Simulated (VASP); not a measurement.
Data:

```yaml
crystal:
  lattice:
    - [1.96876, 1.13666, 6.56690]
    - [-1.96876, 1.13666, 6.56690]
    - [0.00000, -2.27333, 6.56690]
  atoms:
    - { symbol: Na, position: [0.00000, 0.00000, 0.00000] }
    - { symbol: Y, position: [0.50000, 0.50000, 0.50000] }
    - { symbol: S, position: [0.24264, 0.24264, 0.24264] }
    - { symbol: S, position: [0.75736, 0.75736, 0.75736] }
```

Computed with PBEsol GGA, VASP's PBE PAW potentials (set 64) (plane waves; VASP). Numerical set-up: 400 eV cut-off, 8×8×8 Γ-centred mesh, Gaussian smearing of 0.010 eV, potentials Na_pv Y_sv S.

Problem. What does the run give for the energy per atom (σ→0), band gap (on the k-mesh) with the smallest direct gap where there is one?

Solution. 
```
Item                                         Result
-----------------------------------  --------------
band gap (on the k-mesh)                    2.15 eV
smallest direct gap (on the k-mesh)         2.98 eV
energy per atom (σ→0)                -6.133 eV/atom
```

The absolute energy has meaning only against runs of the same code, potentials and settings.

The structure comes from a computed database's NaYS2 entry (R-3m); how it stands against other phases isn't given here. It was relaxed first.
